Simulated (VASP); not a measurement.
A run of VASP 6.6.1 is set up as follows.

The input INCAR:

```
PREC = Accurate
ENCUT = 520
EDIFF = 1E-5
ISMEAR = -1
SIGMA = 0.02
LREAL = Auto
LASPH = True
NELM = 100
ALGO = Normal
ISIF = 2
LWAVE = False
LCHARG = False
GGA = PE
IVDW = 12
IBRION = 0
NSW = 40
POTIM = 0.75
TEBEG = 700.0
TEEND = 700.0
ISYM = 0
NELMIN = 4
RANDOM_SEED = 172541 0 0
MDALGO = 3
LANGEVIN_GAMMA = 20 20 20 20
```

KPOINTS

```
regular mesh
0
Gamma
  1 1 1
```

File POSCAR:

```
MgH12Cl2O6
1.0
    6.8384790000      0.0000000000      0.0000000000
    0.0000000000      6.8384790000      0.0000000000
    0.0000000000      0.0000000000      6.8384790000
O H Mg Cl
6 12 1 2
Direct
    0.0887845900      0.0464001500      0.7597190800
    0.5472925900      0.8454818800      0.3986056300
    0.2279330000      0.6622943400      0.2591545200
    0.6137304500      0.2103034700      0.8946800700
    0.7825223900      0.8777223600      0.9550280600
    0.1720215900      0.0360036200      0.1429167200
    0.1606274300      0.1255559600      0.6596055800
   -0.0099781800     -0.0264875200      0.6847593500
    0.5446306600      0.9758737400      0.3396338600
    0.6355882200      0.7657018000      0.3170451800
    0.3419089500      0.7370641300      0.3122953300
    0.2352242100      0.5301379000      0.3225364600
    0.6789619400      0.3190486800      0.9641343500
    0.5795837500      0.2580441900      0.7643439400
    0.7280388000      1.0123210800      0.9186603300
    0.6747045400      0.7849517900      0.9458646800
    0.2160833600      0.1253208000      0.2550592200
    0.1839119700      0.1083839900      0.0195663400
    1.0116565400      0.7921037900      1.1189540900
    0.8083999600      0.5133965300      0.1848856900
    0.3230327300      0.2796945200      0.4687773200
```

Potentials or basis: VASP PAW PBE potentials, release 64 (O, H, Mg, Cl).

Command:

```bash
$ cat potpaw_PBE.64/O/POTCAR potpaw_PBE.64/H/POTCAR potpaw_PBE.64/Mg/POTCAR potpaw_PBE.64/Cl/POTCAR > POTCAR
$ mpirun -np 1 vasp_gam > vasp.out
```

(1) Predict the dispersion energy per atom.

Results:

(1) -0.043 eV.
